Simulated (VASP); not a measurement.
Computed with PBEsol GGA, VASP's PBE PAW potentials (set 64) (plane waves; VASP 6.6.1).

A VASP calculation is set up with these files.

File POSCAR:
```
Re
1.0
  1.3739105024  -2.3796826822   0.0000000000
  1.3739105024   2.3796826822   0.0000000000
  0.0000000000   0.0000000000   4.4509934417
Re
2
Cartesian
  1.3739105024   0.7932291472   1.1127483604
  1.3739105024  -0.7932291472   3.3382450813
```

### KPOINTS
```
Automatic mesh
0
Gamma
15 15 8
0 0 0
```

INCAR:
```
SYSTEM=Re
PREC=Accurate; ENCUT=500; LREAL=.FALSE.
LASPH=.TRUE.
EDIFF=1E-6; NELM=100; ALGO=Normal
LMAXMIX=6
ISMEAR=1; SIGMA=0.1
GGA=PS
IBRION=2; NSW=40; ISIF=3
EDIFFG=-0.02
LWAVE=.FALSE.; LCHARG=.FALSE.
```

POTCAR, in this order: Re (PBE.64 set). Program: vasp_std.

What will the output report for the number of irreducible k-points (NKPTS), largest plane-wave count, number of space-group operations, FFT grid (NGX, NGY, NGZ)?

The number of irreducible k-points (NKPTS) comes out as 135 and the largest plane-wave count is 764. The number of space-group operations comes out as 24 and the FFT grid (NGX, NGY, NGZ) comes out as 20 × 20 × 32.

The compound is Re in the hcp structure. It was relaxed first.
